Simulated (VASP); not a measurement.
All values below come from PBEsol GGA, VASP's PBE PAW potentials (set 64) (plane waves; VASP).

A VASP calculation is set up with these files.

**INCAR**
```
! general
SYSTEM  = Ni3Al
PREC    = Accurate
ENCUT   = 480
LREAL   = F
LASPH   = T

! electronic loop
EDIFF   = 1E-6
NELM    = 100
ALGO    = Normal
LMAXMIX = 4

! smearing
ISMEAR  = 1
SIGMA   = 0.1

! functional
GGA     = PS

! spin
ISPIN   = 2
MAGMOM  = 0.0 3*0.5

! ions
IBRION  = 2
NSW     = 60
ISIF    = 3
EDIFFG  = -0.02

! output
LWAVE   = F
LCHARG  = F
LORBIT  = 10
```

KPOINTS:
```
Automatic
0
gamma
 8 8 8
0 0 0
```

File POSCAR:
```
Ni3Al
1
    3.5203344756     0.0000000000    -0.0000000000
   -0.0000000000     3.5203344756    -0.0000000000
    0.0000000000     0.0000000000     3.5203344756
Al Ni
1 3
Direct
  0.0000000000   0.0000000000   0.0000000000
  0.0000000000   0.5000000000   0.5000000000
  0.5000000000   0.0000000000   0.5000000000
  0.5000000000   0.5000000000   0.0000000000
```

POTCAR, in this order: Al Ni (PBE.64 set). Program: vasp_std.

Output

**OSZICAR**
```
       N       E                     dE             d eps       ncg     rms          rms(c)
DAV:   1     0.183463384231E+03    0.18346E+03   -0.13777E+04  2948   0.189E+03
DAV:   2    -0.195501132460E+02   -0.20301E+03   -0.19452E+03  2940   0.350E+02
DAV:   3    -0.289790864980E+02   -0.94290E+01   -0.88154E+01  3186   0.103E+02
DAV:   4    -0.291426302436E+02   -0.16354E+00   -0.16308E+00  3392   0.123E+01
DAV:   5    -0.291482975223E+02   -0.56673E-02   -0.56666E-02  3577   0.215E+00    0.213E+01
DAV:   6    -0.297865623051E+02   -0.63826E+00   -0.73959E+01  3290   0.143E+02    0.215E+01
DAV:   7    -0.243405929842E+02    0.54460E+01   -0.21701E+01  3307   0.766E+01    0.257E+00
DAV:   8    -0.243114596001E+02    0.29133E-01   -0.45580E-01  3140   0.562E+00    0.152E+00
DAV:   9    -0.242873868726E+02    0.24073E-01   -0.44327E-02  3873   0.292E+00    0.626E-01
DAV:  10    -0.242874517593E+02   -0.64887E-04   -0.26989E-03  3584   0.643E-01    0.282E-01
DAV:  11    -0.242876634334E+02   -0.21167E-03   -0.21907E-03  3635   0.726E-01    0.840E-02
DAV:  12    -0.242876609570E+02    0.24764E-05   -0.28800E-04  3380   0.254E-01    0.431E-02
DAV:  13    -0.242876637952E+02   -0.28382E-05   -0.19454E-05  3774   0.542E-02    0.201E-02
DAV:  14    -0.242876630134E+02    0.78182E-06   -0.23463E-06  2300   0.217E-02
   1 F= -.24287663E+02 E0= -.24287064E+02  d E =-.242877E+02  mag=     0.7014
```

### OUTCAR
```
------------------------ aborting loop because EDIFF is reached ----------------------------------------
  FORCE on cell =-STRESS in cart. coord.  units (eV):
  Direction    XX          YY          ZZ          XY          YZ          ZX
  --------------------------------------------------------------------------------------
  Total        0.0069010      0.0069010      0.0069010      0.0000000      0.0000000      0.0000000
  in kB        0.2534369      0.2534369      0.2534369      0.0000000      0.0000000      0.0000000
  external PRESSURE =       0.2534369 kB  Pullay stress =       0.0000000 kB
  volume of cell :       43.63
      direct lattice vectors                 reciprocal lattice vectors
     3.520334476  0.000000000  0.000000000     0.284063917  0.000000000  0.000000000
     0.000000000  3.520334476  0.000000000     0.000000000  0.284063917  0.000000000
     0.000000000  0.000000000  3.520334476     0.000000000  0.000000000  0.284063917
 POSITION                                       TOTAL-FORCE (eV/Angst)
 -----------------------------------------------------------------------------------
      0.00000      0.00000      0.00000         0.000000      0.000000      0.000000
      0.00000      1.76017      1.76017         0.000000      0.000000      0.000000
      1.76017      0.00000      1.76017         0.000000      0.000000      0.000000
      1.76017      1.76017      0.00000         0.000000      0.000000      0.000000
 -----------------------------------------------------------------------------------
    total drift:                                0.000000      0.000000      0.000000
  FREE ENERGIE OF THE ION-ELECTRON SYSTEM (eV)
  ---------------------------------------------------
  free  energy   TOTEN  =       -24.2876630134 eV

  energy  without entropy=      -24.2858659106  energy(sigma->0) =      -24.28706398

 total charge

# of ion       s       p       d       tot
------------------------------------------
    1        0.410   0.405   0.000   0.815
    2        0.512   0.552   8.397   9.461
    3        0.512   0.552   8.397   9.461
    4        0.512   0.552   8.397   9.461
--------------------------------------------------
tot          1.945   2.059  25.192  29.196

 magnetization (x)

# of ion       s       p       d       tot
------------------------------------------
    1       -0.001  -0.008   0.000  -0.008
    2       -0.003  -0.008   0.259   0.247
    3       -0.003  -0.008   0.259   0.247
    4       -0.003  -0.008   0.259   0.247
--------------------------------------------------
tot         -0.009  -0.033   0.776   0.734

 reached required accuracy - stopping structural energy minimisation
```
(Selected blocks of OUTCAR.)

The compound is Ni3Al in the L1_2 structure. It was relaxed first. The start is the result of an earlier pass.
